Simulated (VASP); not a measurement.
Consider the following.

```
ZrB2
1.0
    1.58175    -2.76721     0.00000
    1.58175     2.76721     0.00000
    0.00000     0.00000     3.53917
Zr B
1 2
Direct
  0.00000   0.00000   0.00000
  0.33333   0.66667   0.50000
  0.69562   0.36228   0.50000
```

All values below come from PBE GGA, VASP's PBE PAW potentials (set 64) (plane waves; VASP). Numerical set-up: 520 eV cut-off, 10×10×8 Γ-centred mesh, Fermi-Dirac smearing of 0.30 eV, potentials Zr_sv B.

Task: Which forces act on the atoms, in eV/Å?

Result: 
```tsv
atom	Fx	Fy	Fz
Zr1	0.592	0.033	0.000
B2	0.779	-0.101	0.000
B3	-1.371	0.068	0.000
```

Task: Give the stress tensor in GPa (positive for a compressed cell).

Result: 
```
 3.08   0.87   0.00
 0.87  -2.90   0.00
 0.00   0.00   0.53
```
The pressure is its mean diagonal, 0.24 GPa.

The compound is ZrB2 in the AlB2 type structure. The cell was not relaxed at this level, atoms are displaced from their ideal sites. The run is one of a series of settings (ISMEAR = -1, SIGMA = 0.3 against the base run), some of them coarse on purpose.
